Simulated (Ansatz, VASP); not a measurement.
# Ge (Germanium): VASP beside Ansatz

One calculation is typed for both programs; each brings its own data sets. How far apart do they land? The cell is taken from a series of runs on this material, whose earlier steps may have relaxed, scaled, displaced or heated it; both programs get it as it stands.

Main program and level: Ansatz 0.2.0; plane waves, with VASP 6.6.1 beside it; zone-centre phonons at LDA.

### Step 1. The starting structure

Symmetry: I4_1/amd, No. 141, tetragonal system. The conventional cell has a = 3.986 Å, b = 3.986 Å, c = 5.565 Å, α = 90.00°, β = 90.00°, γ = 90.00°. Nearest to Ge lie 4 Ge at 2.43 Å.

### Step 2. VASP: zone-centre phonons, LDA

Second derivatives magnify differences that forces hide, and they need a tight electronic threshold.

Lines of VASP's logs that name or quote its potential files are left out, and so is its time.

Input file INCAR:

```
SYSTEM = Ge
PREC = Accurate
ENCUT = 500
EDIFF = 1E-08
NELM = 120
ISMEAR = 0
SIGMA = 0.015
LREAL = .FALSE.
ALGO = Normal
GGA = PW92
NBANDS = 20
LORBIT = 11
LWAVE = .FALSE.
LCHARG = .FALSE.
ISIF = 2
ISYM = 2
IBRION = 8
LASPH = .TRUE.
GGA_COMPAT = .FALSE.
EFERMI = MIDGAP
KPAR = 2
```

Input file POSCAR:

```
Ge
1.0
    0.0000000000      2.8187090821      2.7826352455
    2.8187090821      0.0000000000      2.7826352455
    2.8187090821      2.8187090821      0.0000000000
Ge
2
Direct
    0.4999780990      0.4999780990      0.4999688060
    0.7500219010      0.7500219010      0.7500311940
```

Input file KPOINTS:

```
Points of the shifted mesh
1728
Reciprocal
 0.0416666667  0.0416666667  0.0416666667 1
 0.0416666667  0.0416666667  0.1250000000 1
 0.0416666667  0.0416666667  0.2083333333 1
 0.0416666667  0.0416666667  0.2916666667 1
 0.0416666667  0.0416666667  0.3750000000 1
 0.0416666667  0.0416666667  0.4583333333 1
 0.0416666667  0.0416666667  0.5416666667 1
 0.0416666667  0.0416666667  0.6250000000 1
 0.0416666667  0.0416666667  0.7083333333 1
 0.0416666667  0.0416666667  0.7916666667 1
 0.0416666667  0.0416666667  0.8750000000 1
 0.0416666667  0.0416666667  0.9583333333 1
 0.0416666667  0.1250000000  0.0416666667 1
 0.0416666667  0.1250000000  0.1250000000 1
 0.0416666667  0.1250000000  0.2083333333 1
 0.0416666667  0.1250000000  0.2916666667 1
 0.0416666667  0.1250000000  0.3750000000 1
 0.0416666667  0.1250000000  0.4583333333 1
 0.0416666667  0.1250000000  0.5416666667 1
 0.0416666667  0.1250000000  0.6250000000 1
 0.0416666667  0.1250000000  0.7083333333 1
 0.0416666667  0.1250000000  0.7916666667 1
 0.0416666667  0.1250000000  0.8750000000 1
 0.0416666667  0.1250000000  0.9583333333 1
 0.0416666667  0.2083333333  0.0416666667 1
 0.0416666667  0.2083333333  0.1250000000 1
 0.0416666667  0.2083333333  0.2083333333 1
 0.0416666667  0.2083333333  0.2916666667 1
 0.0416666667  0.2083333333  0.3750000000 1
 0.0416666667  0.2083333333  0.4583333333 1
 0.0416666667  0.2083333333  0.5416666667 1
 0.0416666667  0.2083333333  0.6250000000 1
 0.0416666667  0.2083333333  0.7083333333 1
 0.0416666667  0.2083333333  0.7916666667 1
 0.0416666667  0.2083333333  0.8750000000 1
 0.0416666667  0.2083333333  0.9583333333 1
 0.0416666667  0.2916666667  0.0416666667 1
 0.0416666667  0.2916666667  0.1250000000 1
 0.0416666667  0.2916666667  0.2083333333 1
 0.0416666667  0.2916666667  0.2916666667 1
 0.0416666667  0.2916666667  0.3750000000 1
 0.0416666667  0.2916666667  0.4583333333 1
 0.0416666667  0.2916666667  0.5416666667 1
 0.0416666667  0.2916666667  0.6250000000 1
 0.0416666667  0.2916666667  0.7083333333 1
 0.0416666667  0.2916666667  0.7916666667 1
 0.0416666667  0.2916666667  0.8750000000 1
 0.0416666667  0.2916666667  0.9583333333 1
 0.0416666667  0.3750000000  0.0416666667 1
 0.0416666667  0.3750000000  0.1250000000 1
 0.0416666667  0.3750000000  0.2083333333 1
 0.0416666667  0.3750000000  0.2916666667 1
 0.0416666667  0.3750000000  0.3750000000 1
 0.0416666667  0.3750000000  0.4583333333 1
 0.0416666667  0.3750000000  0.5416666667 1
 0.0416666667  0.3750000000  0.6250000000 1
 0.0416666667  0.3750000000  0.7083333333 1
 0.0416666667  0.3750000000  0.7916666667 1
 0.0416666667  0.3750000000  0.8750000000 1
 0.0416666667  0.3750000000  0.9583333333 1
 0.0416666667  0.4583333333  0.0416666667 1
 0.0416666667  0.4583333333  0.1250000000 1
 0.0416666667  0.4583333333  0.2083333333 1
 0.0416666667  0.4583333333  0.2916666667 1
 0.0416666667  0.4583333333  0.3750000000 1
 0.0416666667  0.4583333333  0.4583333333 1
 0.0416666667  0.4583333333  0.5416666667 1
 0.0416666667  0.4583333333  0.6250000000 1
 0.0416666667  0.4583333333  0.7083333333 1
 0.0416666667  0.4583333333  0.7916666667 1
 0.0416666667  0.4583333333  0.8750000000 1
 0.0416666667  0.4583333333  0.9583333333 1
 0.0416666667  0.5416666667  0.0416666667 1
 0.0416666667  0.5416666667  0.1250000000 1
 0.0416666667  0.5416666667  0.2083333333 1
 0.0416666667  0.5416666667  0.2916666667 1
 0.0416666667  0.5416666667  0.3750000000 1
 0.0416666667  0.5416666667  0.4583333333 1
 0.0416666667  0.5416666667  0.5416666667 1
 0.0416666667  0.5416666667  0.6250000000 1
 0.0416666667  0.5416666667  0.7083333333 1
 0.0416666667  0.5416666667  0.7916666667 1
 0.0416666667  0.5416666667  0.8750000000 1
 0.0416666667  0.5416666667  0.9583333333 1
 0.0416666667  0.6250000000  0.0416666667 1
 0.0416666667  0.6250000000  0.1250000000 1
 0.0416666667  0.6250000000  0.2083333333 1
 0.0416666667  0.6250000000  0.2916666667 1
 0.0416666667  0.6250000000  0.3750000000 1
 0.0416666667  0.6250000000  0.4583333333 1
 0.0416666667  0.6250000000  0.5416666667 1
 0.0416666667  0.6250000000  0.6250000000 1
 0.0416666667  0.6250000000  0.7083333333 1
 0.0416666667  0.6250000000  0.7916666667 1
 0.0416666667  0.6250000000  0.8750000000 1
 0.0416666667  0.6250000000  0.9583333333 1
 0.0416666667  0.7083333333  0.0416666667 1
 0.0416666667  0.7083333333  0.1250000000 1
 0.0416666667  0.7083333333  0.2083333333 1
 0.0416666667  0.7083333333  0.2916666667 1
 0.0416666667  0.7083333333  0.3750000000 1
 0.0416666667  0.7083333333  0.4583333333 1
 0.0416666667  0.7083333333  0.5416666667 1
 0.0416666667  0.7083333333  0.6250000000 1
 0.0416666667  0.7083333333  0.7083333333 1
 0.0416666667  0.7083333333  0.7916666667 1
 0.0416666667  0.7083333333  0.8750000000 1
 0.0416666667  0.7083333333  0.9583333333 1
 0.0416666667  0.7916666667  0.0416666667 1
 0.0416666667  0.7916666667  0.1250000000 1
 0.0416666667  0.7916666667  0.2083333333 1
 0.0416666667  0.7916666667  0.2916666667 1
[... 1390 lines left out ...]
 0.8750000000  0.4583333333  0.1250000000 1
 0.8750000000  0.4583333333  0.2083333333 1
 0.8750000000  0.4583333333  0.2916666667 1
 0.8750000000  0.4583333333  0.3750000000 1
 0.8750000000  0.4583333333  0.4583333333 1
 0.8750000000  0.4583333333  0.5416666667 1
 0.8750000000  0.4583333333  0.6250000000 1
 0.8750000000  0.4583333333  0.7083333333 1
 0.8750000000  0.4583333333  0.7916666667 1
 0.8750000000  0.4583333333  0.8750000000 1
 0.8750000000  0.4583333333  0.9583333333 1
 0.8750000000  0.5416666667  0.0416666667 1
 0.8750000000  0.5416666667  0.1250000000 1
 0.8750000000  0.5416666667  0.2083333333 1
 0.8750000000  0.5416666667  0.2916666667 1
 0.8750000000  0.5416666667  0.3750000000 1
 0.8750000000  0.5416666667  0.4583333333 1
 0.8750000000  0.5416666667  0.5416666667 1
 0.8750000000  0.5416666667  0.6250000000 1
 0.8750000000  0.5416666667  0.7083333333 1
 0.8750000000  0.5416666667  0.7916666667 1
 0.8750000000  0.5416666667  0.8750000000 1
 0.8750000000  0.5416666667  0.9583333333 1
 0.8750000000  0.6250000000  0.0416666667 1
 0.8750000000  0.6250000000  0.1250000000 1
 0.8750000000  0.6250000000  0.2083333333 1
 0.8750000000  0.6250000000  0.2916666667 1
 0.8750000000  0.6250000000  0.3750000000 1
 0.8750000000  0.6250000000  0.4583333333 1
 0.8750000000  0.6250000000  0.5416666667 1
 0.8750000000  0.6250000000  0.6250000000 1
 0.8750000000  0.6250000000  0.7083333333 1
 0.8750000000  0.6250000000  0.7916666667 1
 0.8750000000  0.6250000000  0.8750000000 1
 0.8750000000  0.6250000000  0.9583333333 1
 0.8750000000  0.7083333333  0.0416666667 1
 0.8750000000  0.7083333333  0.1250000000 1
 0.8750000000  0.7083333333  0.2083333333 1
 0.8750000000  0.7083333333  0.2916666667 1
 0.8750000000  0.7083333333  0.3750000000 1
 0.8750000000  0.7083333333  0.4583333333 1
 0.8750000000  0.7083333333  0.5416666667 1
 0.8750000000  0.7083333333  0.6250000000 1
 0.8750000000  0.7083333333  0.7083333333 1
 0.8750000000  0.7083333333  0.7916666667 1
 0.8750000000  0.7083333333  0.8750000000 1
 0.8750000000  0.7083333333  0.9583333333 1
 0.8750000000  0.7916666667  0.0416666667 1
 0.8750000000  0.7916666667  0.1250000000 1
 0.8750000000  0.7916666667  0.2083333333 1
 0.8750000000  0.7916666667  0.2916666667 1
 0.8750000000  0.7916666667  0.3750000000 1
 0.8750000000  0.7916666667  0.4583333333 1
 0.8750000000  0.7916666667  0.5416666667 1
 0.8750000000  0.7916666667  0.6250000000 1
 0.8750000000  0.7916666667  0.7083333333 1
 0.8750000000  0.7916666667  0.7916666667 1
 0.8750000000  0.7916666667  0.8750000000 1
 0.8750000000  0.7916666667  0.9583333333 1
 0.8750000000  0.8750000000  0.0416666667 1
 0.8750000000  0.8750000000  0.1250000000 1
 0.8750000000  0.8750000000  0.2083333333 1
 0.8750000000  0.8750000000  0.2916666667 1
 0.8750000000  0.8750000000  0.3750000000 1
 0.8750000000  0.8750000000  0.4583333333 1
 0.8750000000  0.8750000000  0.5416666667 1
 0.8750000000  0.8750000000  0.6250000000 1
 0.8750000000  0.8750000000  0.7083333333 1
 0.8750000000  0.8750000000  0.7916666667 1
 0.8750000000  0.8750000000  0.8750000000 1
 0.8750000000  0.8750000000  0.9583333333 1
 0.8750000000  0.9583333333  0.0416666667 1
 0.8750000000  0.9583333333  0.1250000000 1
 0.8750000000  0.9583333333  0.2083333333 1
 0.8750000000  0.9583333333  0.2916666667 1
 0.8750000000  0.9583333333  0.3750000000 1
 0.8750000000  0.9583333333  0.4583333333 1
 0.8750000000  0.9583333333  0.5416666667 1
 0.8750000000  0.9583333333  0.6250000000 1
 0.8750000000  0.9583333333  0.7083333333 1
 0.8750000000  0.9583333333  0.7916666667 1
 0.8750000000  0.9583333333  0.8750000000 1
 0.8750000000  0.9583333333  0.9583333333 1
 0.9583333333  0.0416666667  0.0416666667 1
 0.9583333333  0.0416666667  0.1250000000 1
 0.9583333333  0.0416666667  0.2083333333 1
 0.9583333333  0.0416666667  0.2916666667 1
 0.9583333333  0.0416666667  0.3750000000 1
 0.9583333333  0.0416666667  0.4583333333 1
 0.9583333333  0.0416666667  0.5416666667 1
 0.9583333333  0.0416666667  0.6250000000 1
 0.9583333333  0.0416666667  0.7083333333 1
 0.9583333333  0.0416666667  0.7916666667 1
 0.9583333333  0.0416666667  0.8750000000 1
 0.9583333333  0.0416666667  0.9583333333 1
 0.9583333333  0.1250000000  0.0416666667 1
 0.9583333333  0.1250000000  0.1250000000 1
 0.9583333333  0.1250000000  0.2083333333 1
 0.9583333333  0.1250000000  0.2916666667 1
 0.9583333333  0.1250000000  0.3750000000 1
 0.9583333333  0.1250000000  0.4583333333 1
 0.9583333333  0.1250000000  0.5416666667 1
 0.9583333333  0.1250000000  0.6250000000 1
 0.9583333333  0.1250000000  0.7083333333 1
 0.9583333333  0.1250000000  0.7916666667 1
 0.9583333333  0.1250000000  0.8750000000 1
 0.9583333333  0.1250000000  0.9583333333 1
 0.9583333333  0.2083333333  0.0416666667 1
 0.9583333333  0.2083333333  0.1250000000 1
 0.9583333333  0.2083333333  0.2083333333 1
 0.9583333333  0.2083333333  0.2916666667 1
 0.9583333333  0.2083333333  0.3750000000 1
 0.9583333333  0.2083333333  0.4583333333 1
 0.9583333333  0.2083333333  0.5416666667 1
 0.9583333333  0.2083333333  0.6250000000 1
 0.9583333333  0.2083333333  0.7083333333 1
 0.9583333333  0.2083333333  0.7916666667 1
 0.9583333333  0.2083333333  0.8750000000 1
 0.9583333333  0.2083333333  0.9583333333 1
 0.9583333333  0.2916666667  0.0416666667 1
 0.9583333333  0.2916666667  0.1250000000 1
 0.9583333333  0.2916666667  0.2083333333 1
 0.9583333333  0.2916666667  0.2916666667 1
 0.9583333333  0.2916666667  0.3750000000 1
 0.9583333333  0.2916666667  0.4583333333 1
 0.9583333333  0.2916666667  0.5416666667 1
 0.9583333333  0.2916666667  0.6250000000 1
 0.9583333333  0.2916666667  0.7083333333 1
 0.9583333333  0.2916666667  0.7916666667 1
 0.9583333333  0.2916666667  0.8750000000 1
 0.9583333333  0.2916666667  0.9583333333 1
 0.9583333333  0.3750000000  0.0416666667 1
 0.9583333333  0.3750000000  0.1250000000 1
 0.9583333333  0.3750000000  0.2083333333 1
 0.9583333333  0.3750000000  0.2916666667 1
 0.9583333333  0.3750000000  0.3750000000 1
 0.9583333333  0.3750000000  0.4583333333 1
 0.9583333333  0.3750000000  0.5416666667 1
 0.9583333333  0.3750000000  0.6250000000 1
 0.9583333333  0.3750000000  0.7083333333 1
 0.9583333333  0.3750000000  0.7916666667 1
 0.9583333333  0.3750000000  0.8750000000 1
 0.9583333333  0.3750000000  0.9583333333 1
 0.9583333333  0.4583333333  0.0416666667 1
 0.9583333333  0.4583333333  0.1250000000 1
 0.9583333333  0.4583333333  0.2083333333 1
 0.9583333333  0.4583333333  0.2916666667 1
 0.9583333333  0.4583333333  0.3750000000 1
 0.9583333333  0.4583333333  0.4583333333 1
 0.9583333333  0.4583333333  0.5416666667 1
 0.9583333333  0.4583333333  0.6250000000 1
 0.9583333333  0.4583333333  0.7083333333 1
 0.9583333333  0.4583333333  0.7916666667 1
 0.9583333333  0.4583333333  0.8750000000 1
 0.9583333333  0.4583333333  0.9583333333 1
 0.9583333333  0.5416666667  0.0416666667 1
 0.9583333333  0.5416666667  0.1250000000 1
 0.9583333333  0.5416666667  0.2083333333 1
 0.9583333333  0.5416666667  0.2916666667 1
 0.9583333333  0.5416666667  0.3750000000 1
 0.9583333333  0.5416666667  0.4583333333 1
 0.9583333333  0.5416666667  0.5416666667 1
 0.9583333333  0.5416666667  0.6250000000 1
 0.9583333333  0.5416666667  0.7083333333 1
 0.9583333333  0.5416666667  0.7916666667 1
 0.9583333333  0.5416666667  0.8750000000 1
 0.9583333333  0.5416666667  0.9583333333 1
 0.9583333333  0.6250000000  0.0416666667 1
 0.9583333333  0.6250000000  0.1250000000 1
 0.9583333333  0.6250000000  0.2083333333 1
 0.9583333333  0.6250000000  0.2916666667 1
 0.9583333333  0.6250000000  0.3750000000 1
 0.9583333333  0.6250000000  0.4583333333 1
 0.9583333333  0.6250000000  0.5416666667 1
 0.9583333333  0.6250000000  0.6250000000 1
 0.9583333333  0.6250000000  0.7083333333 1
 0.9583333333  0.6250000000  0.7916666667 1
 0.9583333333  0.6250000000  0.8750000000 1
 0.9583333333  0.6250000000  0.9583333333 1
 0.9583333333  0.7083333333  0.0416666667 1
 0.9583333333  0.7083333333  0.1250000000 1
 0.9583333333  0.7083333333  0.2083333333 1
 0.9583333333  0.7083333333  0.2916666667 1
 0.9583333333  0.7083333333  0.3750000000 1
 0.9583333333  0.7083333333  0.4583333333 1
 0.9583333333  0.7083333333  0.5416666667 1
 0.9583333333  0.7083333333  0.6250000000 1
 0.9583333333  0.7083333333  0.7083333333 1
 0.9583333333  0.7083333333  0.7916666667 1
 0.9583333333  0.7083333333  0.8750000000 1
 0.9583333333  0.7083333333  0.9583333333 1
 0.9583333333  0.7916666667  0.0416666667 1
 0.9583333333  0.7916666667  0.1250000000 1
 0.9583333333  0.7916666667  0.2083333333 1
 0.9583333333  0.7916666667  0.2916666667 1
 0.9583333333  0.7916666667  0.3750000000 1
 0.9583333333  0.7916666667  0.4583333333 1
 0.9583333333  0.7916666667  0.5416666667 1
 0.9583333333  0.7916666667  0.6250000000 1
 0.9583333333  0.7916666667  0.7083333333 1
 0.9583333333  0.7916666667  0.7916666667 1
 0.9583333333  0.7916666667  0.8750000000 1
 0.9583333333  0.7916666667  0.9583333333 1
 0.9583333333  0.8750000000  0.0416666667 1
 0.9583333333  0.8750000000  0.1250000000 1
 0.9583333333  0.8750000000  0.2083333333 1
 0.9583333333  0.8750000000  0.2916666667 1
 0.9583333333  0.8750000000  0.3750000000 1
 0.9583333333  0.8750000000  0.4583333333 1
 0.9583333333  0.8750000000  0.5416666667 1
 0.9583333333  0.8750000000  0.6250000000 1
 0.9583333333  0.8750000000  0.7083333333 1
 0.9583333333  0.8750000000  0.7916666667 1
 0.9583333333  0.8750000000  0.8750000000 1
 0.9583333333  0.8750000000  0.9583333333 1
 0.9583333333  0.9583333333  0.0416666667 1
 0.9583333333  0.9583333333  0.1250000000 1
 0.9583333333  0.9583333333  0.2083333333 1
 0.9583333333  0.9583333333  0.2916666667 1
 0.9583333333  0.9583333333  0.3750000000 1
 0.9583333333  0.9583333333  0.4583333333 1
 0.9583333333  0.9583333333  0.5416666667 1
 0.9583333333  0.9583333333  0.6250000000 1
 0.9583333333  0.9583333333  0.7083333333 1
 0.9583333333  0.9583333333  0.7916666667 1
 0.9583333333  0.9583333333  0.8750000000 1
 0.9583333333  0.9583333333  0.9583333333 1
```

Potentials, in the order of the species: Ge_d (LDA family, release 64).

Command:

```sh
mpirun -np 2 vasp_std
```

Numbers of over 12 decimals in the logs are rounded to 6 here.

Output:

```text
[banner, memory and clock lines left out]
running    2 mpi-ranks, on    1 nodes
 distrk:  each k-point on    1 cores,    2 groups
 distr:  one band on    1 cores,    1 groups

 POSCAR found type information on POSCAR Ge
 POSCAR found :  1 types and       2 ions
|                                                                             |
|               ----> ADVICE to this user running VASP <----                  |
|                                                                             |
|     You enforced a specific xc type in the INCAR file but a different       |
|     [... a line on the potential file left out ...]
|     I HOPE YOU KNOW WHAT YOU ARE DOING!                                     |
|                                                                             |

 LDA part: xc-table for (Slater(with rela. corr.)+PW92), standard interpolation
 POSCAR, INCAR and KPOINTS ok, starting setup
 FFT: planning ... GRIDC
 FFT: planning ... GRID_SOFT
 FFT: planning ... GRID
 WAVECAR not read
 entering main loop
       N       E                     dE             d eps       ncg     rms          rms(c)
DAV:   1     0.182749596812E+03    0.18275E+03   -0.14712E+04 74512   0.372E+03
DAV:   2     0.147950448246E+02   -0.16795E+03   -0.16336E+03 69268   0.582E+02
DAV:   3    -0.978042686975E+01   -0.24575E+02   -0.24397E+02 77800   0.143E+02
DAV:   4    -0.105573640718E+02   -0.77694E+00   -0.77639E+00 77812   0.299E+01
DAV:   5    -0.105698619648E+02   -0.12498E-01   -0.12497E-01 77376   0.412E+00    0.338E+00
DAV:   6    -0.104461933976E+02    0.12367E+00   -0.40116E-02 76420   0.166E+00    0.194E+00
DAV:   7    -0.103843030043E+02    0.61890E-01   -0.80313E-02 72728   0.209E+00    0.141E-01
DAV:   8    -0.103850045439E+02   -0.70154E-03   -0.56492E-03 78200   0.845E-01    0.450E-02
DAV:   9    -0.103850395539E+02   -0.35010E-04   -0.87229E-05 80780   0.978E-02    0.131E-02
DAV:  10    -0.103850361032E+02    0.34508E-05   -0.93627E-06 93632   0.460E-02    0.423E-03
DAV:  11    -0.103850359578E+02    0.14533E-06   -0.10246E-06 74320   0.803E-03    0.180E-03
DAV:  12    -0.103850359608E+02   -0.30077E-08   -0.72421E-08 94016   0.404E-03
   1 F= -.10385036E+02 E0= -.10385036E+02  d E =-.263868E-17
 Linear response reoptimize wavefunctions to high precision
DAV:   1    -0.103850359605E+02    0.30832E-09   -0.38499E-09 62448   0.555E-04
DAV:   2    -0.103850359605E+02   -0.16371E-10   -0.19989E-10 44704   0.165E-04
 Linear response DOF=           2
 Linear response progress:
  Degree of freedom:   1/  2
       N       E                     dE             d eps       ncg     rms          rms(c)
RMM:   1    -0.188121267743E+00   -0.18812E+00    0.85711E+00 84287   0.450E+01
RMM:   2    -0.195627141927E+00   -0.75059E-02   -0.13693E-02111710   0.112E+00    0.762E-02
RMM:   3    -0.195686251971E+00   -0.59110E-04   -0.96915E-04118885   0.323E-01    0.438E-02
RMM:   4    -0.195632787349E+00    0.53465E-04   -0.66702E-05126823   0.835E-02    0.487E-03
RMM:   5    -0.195639516698E+00   -0.67293E-05   -0.45258E-06122163   0.192E-02    0.244E-03
RMM:   6    -0.195650563036E+00   -0.11046E-04   -0.23933E-07123939   0.530E-03    0.316E-04
RMM:   7    -0.195649817395E+00    0.74564E-06   -0.48078E-08127458   0.176E-03    0.204E-04
RMM:   8    -0.195649391152E+00    0.42624E-06   -0.77045E-09128785   0.623E-04    0.418E-05
RMM:   9    -0.195649231672E+00    0.15948E-06   -0.18375E-08128979   0.294E-04    0.176E-05
RMM:  10    -0.195649342366E+00   -0.11069E-06   -0.10787E-08129414   0.152E-04    0.551E-06
RMM:  11    -0.195649350609E+00   -0.82431E-08   -0.20462E-08129719   0.975E-05    0.304E-06
 first order change of Fermi-energy   0.22648E+01
 force on displaced ion       1 direction 1 : -11.797  -0.002   0.002
 Linear response progress:
  Degree of freedom:   2/  2
       N       E                     dE             d eps       ncg     rms          rms(c)
RMM:   1    -0.187965545762E+00   -0.18797E+00    0.86529E+00 84116   0.452E+01
RMM:   2    -0.195502992895E+00   -0.75374E-02   -0.13924E-02112088   0.112E+00    0.754E-02
RMM:   3    -0.195556681593E+00   -0.53689E-04   -0.94795E-04118760   0.318E-01    0.434E-02
RMM:   4    -0.195501431356E+00    0.55250E-04   -0.67076E-05127014   0.833E-02    0.493E-03
RMM:   5    -0.195508225134E+00   -0.67938E-05   -0.43942E-06122127   0.190E-02    0.241E-03
RMM:   6    -0.195519036332E+00   -0.10811E-04   -0.25369E-07124220   0.528E-03    0.329E-04
RMM:   7    -0.195518412615E+00    0.62372E-06   -0.47271E-08127391   0.173E-03    0.208E-04
RMM:   8    -0.195518082178E+00    0.33044E-06   -0.84743E-09128988   0.610E-04    0.418E-05
RMM:   9    -0.195517913558E+00    0.16862E-06   -0.55920E-09128704   0.289E-04    0.164E-05
RMM:  10    -0.195518005560E+00   -0.92002E-07   -0.12640E-08129478   0.151E-04    0.555E-06
RMM:  11    -0.195518019162E+00   -0.13602E-07   -0.62731E-09130352   0.973E-05    0.273E-06
RMM:  12    -0.195518038325E+00   -0.19163E-07   -0.19005E-08133686   0.736E-05    0.163E-06
RMM:  13    -0.195518055495E+00   -0.17170E-07   -0.27754E-09134313   0.632E-05    0.214E-07
RMM:  14    -0.195518053172E+00    0.23231E-08   -0.32892E-09113801   0.576E-05    0.196E-07
 first order change of Fermi-energy  -0.56965E-02
 force on displaced ion       1 direction 3 :   0.002   0.002 -11.734
 Linear response finished
```

(Part 1 of 2 ends here.)

[Lines on the potential files, build, host, timing and source positions are cut from VASP's logs without a mark.]

[Logs are printed without paths, hosts, clocks, repeated set-up lines and the standing remarks that a program may print on its own settings, such as how far it seeks lower states.]

[Hosts, paths, dates, database ids (printed as entryN), source tags and the programs' standing remarks are cut or masked in the printed files.]
